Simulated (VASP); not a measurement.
**Tm2SO2: phonons from a supercell**

Aim: the phonon dispersion and thermal properties of Tm2SO2. The start is a cell from a database of measured crystal structures.

Program: VASP 6.6.1. Level of theory: r2SCAN, 4f electrons in the core; plane waves and PAW (Tm_3, S, O). Results are calculated unless marked as measured.

Report form: the programs' logs are mostly left out.

## (1) Set-up

The structure is trigonal, space group P-3m1 (No. 164). The conventional cell has a = 3.743 Å, b = 3.743 Å, c = 6.523 Å, α = 90.00°, β = 90.00°, γ = 120.00°. Nearest to Tm lie 4 O at 2.24 to 2.26 Å and 3 S at 2.84 Å. Nearest to S lie 6 Tm at 2.84 Å. Nearest to O lie 4 Tm at 2.24 to 2.26 Å. Farther neighbours and most contacts between anions are not listed.

Structure file:

```cif
data_structure
_symmetry_space_group_name_H-M 'P 1'
_symmetry_Int_Tables_number 1
_cell_length_a 3.7430
_cell_length_b 3.7430
_cell_length_c 6.5230
_cell_angle_alpha 90.000
_cell_angle_beta 90.000
_cell_angle_gamma 120.000
_cell_volume 79.14
loop_
_atom_site_label
_atom_site_type_symbol
_atom_site_fract_x
_atom_site_fract_y
_atom_site_fract_z
_atom_site_occupancy
Tm1 Tm 0.66667 0.33333 0.71820 1
Tm2 Tm 0.33333 0.66667 0.28180 1
S3 S 0.00000 0.00000 0.00000 1
O4 O 0.66667 0.33333 0.37100 1
O5 O 0.33333 0.66667 0.62900 1
```

## (2) Relax the host

First cell and atoms are relaxed at a raised cutoff, so that later runs start from this functional's own cell.

Contents of INCAR:

```
SYSTEM = Tm2SO2
PREC = Accurate
ENCUT = 520
EDIFF = 1E-06
NELM = 120
ISMEAR = 0
SIGMA = 0.05
LREAL = .FALSE.
ALGO = Normal
METAGGA = R2SCAN
LASPH = .TRUE.
NBANDS = 24
LORBIT = 11
LWAVE = .FALSE.
LCHARG = .FALSE.
KPAR = 4
IBRION = 2
NSW = 40
ISIF = 3
EDIFFG = -0.02
POTIM = 0.4
```

Contents of POSCAR:

```
Tm2SO2
1.0
    3.7430000000      0.0000000000      0.0000000000
   -1.8715000000      3.2415330864      0.0000000000
    0.0000000000      0.0000000000      6.5230000000
Tm S O
2 1 2
Direct
    0.6666666667      0.3333333333      0.7182000000
    0.3333333333      0.6666666667      0.2818000000
    0.0000000000      0.0000000000      0.0000000000
    0.6666666667      0.3333333333      0.3710000000
    0.3333333333      0.6666666667      0.6290000000
```

Contents of KPOINTS:

```
Automatic mesh
0
Gamma
6 6 3
0 0 0
```

PAW data sets: Tm_3, S and O (PBE family, release 64).

On the command line:

```
$ mpirun -np 4 vasp_std
```

Elapsed: 3.1 min, on 4 MPI ranks of AMD EPYC 7R43, shared host; peak memory 0.81 GiB; 12 min of CPU time.

The data set Tm_3 holds the 4f electrons frozen in the core, so no f bands or f moments appear. The gap is read on the k-mesh alone, so it is an upper bound where the band edges lie off the mesh. The PAW data sets were made with PBE, which is usual practice but a small mismatch for other functionals. The run keeps the 12 symmetry operations of its start, so it cannot find a distortion of lower symmetry.

Step by step:

```tsv
step	energy less that of the first step (eV)	largest force (eV/Å)	pressure (GPa)	volume (Å³)
1	0.0000	0.4460	-3.09	79.14
2	-0.0115	0.1992	2.56	76.38
3	-0.0215	0.0689	0.20	77.47
4	-0.0215	0.0766	0.14	77.51
5	-0.0219	0.0180	0.00	77.61
```

```tsv
conventional cell, symmetrised	before	after	change
a (Å)	3.743	3.716	-0.7 %
b (Å)	3.743	3.716	-0.7 %
c (Å)	6.523	6.491	-0.5 %
volume (Å³/atom)	15.83	15.52	-1.9 %
```

The atoms that moved most (Å, as changes of fractional coordinates times the final cell):

```tsv
atom	dx	dy	dz	length
Tm2	0.000	0.000	0.013	0.013
Tm1	0.000	0.000	-0.013	0.013
```

The relaxed structure:

```xyz
5
Lattice="3.7158 0.0000 0.0000 -1.8579 3.2179 0.0000 0.0000 0.0000 6.4908" Properties=species:S:1:pos:R:3 pbc="T T T"
Tm    1.8579    1.0726    4.6489
Tm    0.0000    2.1453    1.8419
S     0.0000    0.0000    0.0000
O     1.8579    1.0726    2.4069
O     0.0000    2.1453    4.0838
```

A gap read on the k-mesh alone can miss the band edges.

Numbers from this step:

| Item | Value |
| --- | --- |
| electronic cycles | 44 |
| electrons | 36 |
| free energy (TOTEN) | -108.2115 eV |
| Fermi energy | 3.269 eV |
| pressure | 0.001753 GPa |
| labelled metallic, from the levels on this mesh | no |
| gap on the k-mesh | 3.496 eV |
| least direct gap on the k-mesh | 3.663 eV |

The run ended after 5 ionic steps, 0.022 eV below its first step, once forces and stress met EDIFFG = -0.02.

## (3) Tight relaxation

Force constants are second derivatives, so residual forces and stress must first be far smaller than in an ordinary relaxation. Mesh and cutoff differ from the relaxation before, which can move the cell too.

Contents of INCAR:

```
SYSTEM = Tm2SO2
PREC = Accurate
ENCUT = 480
EDIFF = 1E-08
NELM = 120
ISMEAR = 0
SIGMA = 0.05
LREAL = .FALSE.
ALGO = Normal
METAGGA = R2SCAN
LASPH = .TRUE.
NBANDS = 24
LORBIT = 11
LWAVE = .FALSE.
LCHARG = .FALSE.
KPAR = 4
IBRION = 1
NSW = 30
ISIF = 3
EDIFFG = -0.002
POTIM = 0.4
```

Contents of POSCAR:

```
Tm2SO2
1.0
    3.7157586440      0.0000000000      0.0000000000
   -1.8578793220      3.2179413801      0.0000000000
    0.0000000000      0.0000000000      6.4907668301
Tm S O
2 1 2
Direct
    0.6666666667      0.3333333333      0.7162277037
    0.3333333333      0.6666666667      0.2837722963
    0.0000000000      0.0000000000      0.0000000000
    0.6666666667      0.3333333333      0.3708263105
    0.3333333333      0.6666666667      0.6291736895
```

Contents of KPOINTS:

```
Automatic mesh
0
Gamma
8 8 4
0 0 0
```

On the command line:

```
$ mpirun -np 4 vasp_std
```

Run time: 4.2 min. Hardware: 4 MPI ranks; peak memory 0.88 GiB.

Little changed from the start: no atom moved by 0.005 Å and no cell edge by 0.1 %.

This step gave:

```yaml
electronic_cycles: 43
free_energy_toten: -108.2121 eV
fermi_energy: 3.263 eV
pressure: -0.001844 GPa
gap_on_the_k_mesh: 3.583 eV
least_direct_gap_on_the_k_mesh: 3.654 eV
```

The run ended after 4 ionic steps, 0.000 eV below its first step, once forces and stress met EDIFFG = -0.002.

## (4) Force constants in the supercell

System of this step: Tm2SO2. Symmetry: P-3m1, No. 164, trigonal system. Conventional cell: a = 3.714 Å, b = 3.714 Å, c = 6.494 Å, α = 90.00°, β = 90.00°, γ = 120.00°. Nearest to Tm lie 4 O at 2.22 to 2.24 Å and 3 S at 2.83 Å. S has 6 Tm at 2.83 Å nearest. Nearest to O lie 4 Tm at 2.22 to 2.24 Å. Farther neighbours and most contacts between anions are not listed.

Each independent atom is moved by 0.015 Å both ways; the forces give the force constants out to half the supercell.

Contents of INCAR:

```
SYSTEM = Tm2SO2
PREC = Accurate
ENCUT = 480
EDIFF = 1E-07
NELM = 120
ISMEAR = 0
SIGMA = 0.05
LREAL = .FALSE.
ALGO = Normal
METAGGA = R2SCAN
LASPH = .TRUE.
NBANDS = 92
LWAVE = .FALSE.
LCHARG = .FALSE.
KPAR = 4
IBRION = 6
NSW = 1
NFREE = 2
POTIM = 0.015
ISIF = 0
ADDGRID = .TRUE.
```

Contents of POSCAR:

```
Tm2SO2
1.0
   -5.5708641943      3.2163399423      6.4943070236
    5.5708641943     -3.2163399423      6.4943070236
    1.8569547315      3.2163399423     -6.4943070236
Tm S O
8 4 8
Direct
    0.5247070267      0.6913736934      0.5000000000
    0.0247070267      0.1913736934      0.5000000000
    0.0247070267      0.6913736934      0.0000000000
    0.5247070267      0.1913736934      0.0000000000
    0.4752929733      0.3086263066      0.5000000000
    0.9752929733      0.8086263066      0.5000000000
    0.9752929733      0.3086263066      0.0000000000
    0.4752929733      0.8086263066      0.0000000000
    0.0000000000      0.0000000000      0.0000000000
    0.5000000000      0.5000000000      0.0000000000
    0.5000000000      0.0000000000      0.5000000000
    0.0000000000      0.5000000000      0.5000000000
    0.3521875366      0.5188542032      0.5000000000
    0.8521875366      0.0188542033      0.5000000000
    0.8521875366      0.5188542033      0.0000000000
    0.3521875366      0.0188542032      0.0000000000
    0.6478124634      0.4811457968      0.5000000000
    0.1478124635      0.9811457968      0.5000000000
    0.1478124635      0.4811457968      0.0000000000
    0.6478124634      0.9811457968      0.0000000000
```

Contents of KPOINTS:

```
Automatic mesh
0
Gamma
5 5 5
0 0 0
```

On the command line:

```
$ mpirun -np 4 vasp_std
```

Run time: 3.1 h. Hardware: 4 MPI ranks.

The run was stopped at its time limit, so it gives no result of its own.

## (5) Results

| Quantity | Value |
| --- | --- |
| result | none |

The session ends without its result: «force constants in the supercell» met its time limit.

[Lines on the potential files, build, host, timing and source positions are cut from VASP's logs without a mark.]

[Logs are printed without paths, hosts, clocks, repeated set-up lines and the standing remarks that a program may print on its own settings, such as how far it seeks lower states.]

[Hosts, paths, dates, database ids (printed as entryN), source tags and the programs' standing remarks are cut or masked in the printed files.]

[Runs that stopped without an error message from VASP are left out.]
